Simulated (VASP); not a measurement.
Input:

```xyz
6
Lattice="1.5923 -2.7580 0.0000 1.5923 2.7580 0.0000 0.0000 0.0000 13.0006" Properties=species:S:1:pos:R:3 pbc="T T T"
Mo     1.5923     0.9193     3.2502
Mo     1.5923    -0.9193     9.7505
S      1.5923     0.9193    11.3027
S      1.5923    -0.9193     4.8023
S      1.5923    -0.9193     1.6980
S      1.5923     0.9193     8.1983
```

Method: r2SCAN meta-GGA, VASP's PBE PAW potentials (set 64) (plane waves; VASP). Numerical set-up: 520 eV cut-off, 9×9×2 Γ-centred mesh, tetrahedra with Blöchl corrections, potentials Mo_sv S.

The cores are frozen, which limits the accuracy of field gradients.

Give the principal components of the electric field gradient (V/Å²) and the asymmetry η at each nucleus.

```tsv
atom	Vxx	Vyy	Vzz	η
Mo1	40.7	40.7	-81.4	0.00
Mo2	40.7	40.7	-81.4	0.00
S3	28.2	28.2	-56.4	0.00
S4	28.2	28.2	-56.4	0.00
S5	28.2	28.2	-56.4	0.00
S6	28.2	28.2	-56.4	0.00
```

The compound is MoS2 in the 2H layered structure. It was relaxed first, which changed the volume by +7 %.
